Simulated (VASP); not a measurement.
# W: which input changes matter, part 3 of 3

Aim: change the input of a sound run on W piece by piece and see what each change does. All runs use LDA. This is not the structure that W takes at ambient conditions. The start is a cell from a database of measured crystal structures.

VASP 6.6.1; LDA; plane waves and PAW (W).

Still holding for the runs below: The k-mesh is coarse for a metal.

So far. Step 3 (Total energy, forces and stress (LDA) with a changed …): Against the reference run the energy at zero smearing moves by +16.36 meV an atom and the pressure by +0.01 GPa. Step 8 (A single point (LDA) with a changed input): Energy and pressure equal those of the reference run, within 0.01 meV an atom and 0.01 GPa.

The starting crystal is not the ambient structure of W (bcc); it is a model or a phase of other conditions.

### Step 9. Relaxing cell and atoms (LDA)

The start need not lie at this functional's minimum. ISIF = 3 frees volume, shape and positions, and EDIFFG sets the threshold on forces and stress at which the search stops.

INCAR reads:

```
SYSTEM = W
PREC = Accurate
ENCUT = 400
EDIFF = 1E-06
NELM = 100
ISMEAR = -1
SIGMA = 0.05
LREAL = .FALSE.
ALGO = Normal
GGA = CA
NBANDS = 9
LASPH = .TRUE.
LORBIT = 11
LWAVE = .FALSE.
LCHARG = .FALSE.
KPAR = 2
IBRION = 2
NSW = 60
ISIF = 3
EDIFFG = -0.01
```

POSCAR reads:

```
W
1.0
    0.0000000000      2.0300000000      2.0300000000
    2.0300000000      0.0000000000      2.0300000000
    2.0300000000      2.0300000000      0.0000000000
W
1
Direct
    0.0000000000      0.0000000000      0.0000000000
```

KPOINTS reads:

```
Automatic mesh
0
Gamma
8 8 8
0 0 0
```

Potentials, in the order of the species: W (LDA family, release 64).

Started as:

```sh
> mpirun -np 2 vasp_std
```

The program printed:

```text
[... set-up lines as in an earlier step ...]
 entering main loop
       N       E                     dE             d eps       ncg     rms          rms(c)
[... 11 cycles as in an earlier step ...]
   1 F= -.13643495E+02 E0= -.13636712E+02  d E =-.136435E+02
 curvature:   0.00 expect dE= 0.000E+00 dE for cont linesearch  0.000E+00
 trial: gam= 0.00000 g(F)=  0.151E-64 g(S)=  0.571E+00 ort = 0.000E+00 (trialstep = 0.100E+01)
 search vector abs. value=  0.571E+00
 bond charge predicted
       N       E                     dE             d eps       ncg     rms          rms(c)
DAV:   1    -0.131904112627E+02    0.45308E+00   -0.32097E+01   538   0.460E+01    0.176E+01
DAV:   2    -0.128415671096E+02    0.34884E+00   -0.26417E-01   564   0.374E+00    0.813E+00
DAV:   3    -0.127253304980E+02    0.11624E+00   -0.24775E-01   662   0.338E+00    0.434E-01
DAV:   4    -0.127285871357E+02   -0.32566E-02   -0.16072E-03   608   0.298E-01    0.160E-01
DAV:   5    -0.127316487542E+02   -0.30616E-02   -0.29898E-03   625   0.325E-01    0.125E-01
DAV:   6    -0.127316443973E+02    0.43569E-05   -0.12122E-05   568   0.265E-02    0.888E-02
DAV:   7    -0.127316519260E+02   -0.75287E-05   -0.47723E-06   605   0.188E-02    0.940E-03
DAV:   8    -0.127316518732E+02    0.52842E-07   -0.65048E-08   275   0.189E-03
   2 F= -.12731652E+02 E0= -.12726766E+02  d E =0.911843E+00
[...]
3 F= -.13711940E+02 E0= -.13705734E+02  d E =-.684456E-01
[...]
4 F= -.13713062E+02 E0= -.13707031E+02  d E =-.695675E-01
 curvature:  -0.09 expect dE=-0.385E-04 dE for cont linesearch -0.385E-04
 ZBRENT: interpolating
 opt :   0.2362  next Energy=   -13.713110 (dE=-0.696E-01)
 bond charge predicted
       N       E                     dE             d eps       ncg     rms          rms(c)
DAV:   1    -0.137131336729E+02   -0.72500E-04   -0.10967E-03   549   0.240E-01    0.970E-02
DAV:   2    -0.137131191167E+02    0.14556E-04   -0.14973E-05   563   0.302E-02    0.405E-02
DAV:   3    -0.137131154287E+02    0.36881E-05   -0.93657E-06   613   0.192E-02    0.159E-03
DAV:   4    -0.137131154899E+02   -0.61204E-07   -0.66825E-08   262   0.190E-03
   5 F= -.13713115E+02 E0= -.13707137E+02  d E =-.696209E-01
 curvature:  -0.11 expect dE=-0.619E-07 dE for cont linesearch -0.619E-07
 trial: gam=-0.00100 g(F)=  0.918E-65 g(S)=  0.570E-06 ort = 0.570E-03 (trialstep = 0.847E+00)
 search vector abs. value=  0.101E-09
 reached required accuracy - stopping structural energy minimisation
```

Run time: 4.8 s. Hardware: 2 MPI ranks of Intel Xeon Platinum 8559C (Emerald Rapids), shared host; peak memory 0.24 GiB; 7.9 s of CPU time.

From OUTCAR (step 9):

```text
   NELECT =       6.0000    total number of electrons

 E-fermi :   7.4153

 k-point     1 :       0.0000    0.0000    0.0000
  band No.  band energies     occupation
      1      -1.6536      2.00000
      2       6.8245      1.99999
      3       6.8245      1.99999
      4       6.8245      1.99999
      5      10.1356      0.00000
      6      10.1356      0.00000
      7      21.0754      0.00000
      8      26.5647      0.00000
      9      26.5647      0.00000

  Total       -0.0019839     -0.0019839     -0.0019839      0.0000000      0.0000000     -0.0000000
  in kB       -0.2034887     -0.2034887     -0.2034887      0.0000000      0.0000000     -0.0000000
  external PRESSURE =      -0.2034887 kB  Pullay stress =       0.0000000 kB

 POSITION                                       TOTAL-FORCE (eV/Angst)
 -----------------------------------------------------------------------------------
      0.00000      0.00000      0.00000         0.000000      0.000000     -0.000000
 -----------------------------------------------------------------------------------
    total drift:                                0.000000     -0.000000      0.000000

  FREE ENERGIE OF THE ION-ELECTRON SYSTEM (eV)
  ---------------------------------------------------
  free  energy   TOTEN  =       -13.7131154899 eV

  energy  without entropy=      -13.7011576401  energy(sigma->0) =      -13.70713656

[... 8 parts as in an earlier step ...]

[... 10 further parts left out ...]
```

The run keeps the 48 symmetry operations of its start, so it cannot find a distortion of lower symmetry.

The steps of the relaxation:

```
step  energy less that of the first step (eV)  largest force (eV/Å)  pressure (GPa)  volume (Å³)
   1                                   0.0000                0.0000          -19.02        16.73
   2                                   0.9118                0.0000          114.54        12.37
   3                                  -0.0684                0.0000           -2.76        15.76
   4                                  -0.0696                0.0000           -0.57        15.65
   5                                  -0.0696                0.0000           -0.02        15.62
```

| conventional cell, symmetrised | before | after | change |
| --- | --- | --- | --- |
| a (Å) | 4.060 | 3.968 | -2.3 % |
| b (Å) | 4.060 | 3.968 | -2.3 % |
| c (Å) | 4.060 | 3.968 | -2.3 % |
| volume (Å³/atom) | 16.73 | 15.62 | -6.6 % |

The relaxed structure:

```xyz
1
Lattice="0.0000 1.9841 1.9841 1.9841 0.0000 1.9841 1.9841 1.9841 0.0000" Properties=species:S:1:pos:R:3 pbc="T T T"
W     0.0000    0.0000    0.0000
```

This step gave:

- free energy (TOTEN): -13.71 eV
- energy at zero smearing: -13.71 eV
- Fermi energy: 7.415 eV
- pressure: -0.02035 GPa
- SCF cycles over all ionic steps: 35

It ends with forces that vanish by symmetry and a pressure of -0.02 GPa.

### Step 10. The runs together

```
                                   changed           job                                ended  energy (meV/atom)  pressure (GPa)  volume (%)
                 k = 10×10×10, ENCUT = 700  single point                            converged             +16.36           +0.01           -
                    ISPIN = 2, MAGMOM = up  single point                            converged              -0.00           -0.00           -
LASPH = False (the default), NELECT = 5.98  single point  converged, with a warning or advice                  -               -           -
                                 k = 2×2×2    relaxation                            converged                  -               -       -14.6
                   POTIM = 5.0, IBRION = 3    relaxation                              crashed                  -               -           -
                          ALGO = Conjugate  single point                            converged              -0.00           -0.00           -
```

### Step 11. What came out

| Quantity | Value |
| --- | --- |
| k = 10×10×10, ENCUT = 700 (single point) | converged, +16.36 meV/atom |
| ISPIN = 2, MAGMOM = up (single point) | converged, -0.00 meV/atom |
| LASPH = False (the default), NELECT = 5.98 (single point) | converged, with a warning or advice |
| k = 2×2×2 (relaxation) | converged, volume -14.6 % |
| POTIM = 5.0, IBRION = 3 (relaxation) | crashed |
| ALGO = Conjugate (single point) | converged, -0.00 meV/atom |

Changes that show themselves, by a stop, a warning or no convergence: LASPH = False (the default), NELECT = 5.98; POTIM = 5.0, IBRION = 3 (where several settings stand together, the step names the one at fault, if it is known). Changes that converge quietly and move the result by over 10 meV an atom or 1 % in volume: k = 10×10×10, ENCUT = 700; k = 2×2×2. Changes with no effect beyond 1 meV an atom and 0.1 GPa here: ISPIN = 2, MAGMOM = up; ALGO = Conjugate. Differences of single points are from the reference run, and of volumes from the sound relaxation. The k-sampling is coarse for a metal, so the Fermi level, pressures and the shape of the cell carry errors.

[Lines on the potential files, build, host, timing and source positions are cut from VASP's logs without a mark.]

[Logs are printed without paths, hosts, clocks, repeated set-up lines and the standing remarks that a program may print on its own settings, such as how far it seeks lower states.]

[Hosts, paths, dates, database ids (printed as entryN), source tags and the programs' standing remarks are cut or masked in the printed files.]

[A measured line is paired with the nearest computed mode of its activity, which favours agreement.]

[In band tables of VASP the shares of atoms and orbitals are scaled to a sum of 1 inside the atoms' spheres.]
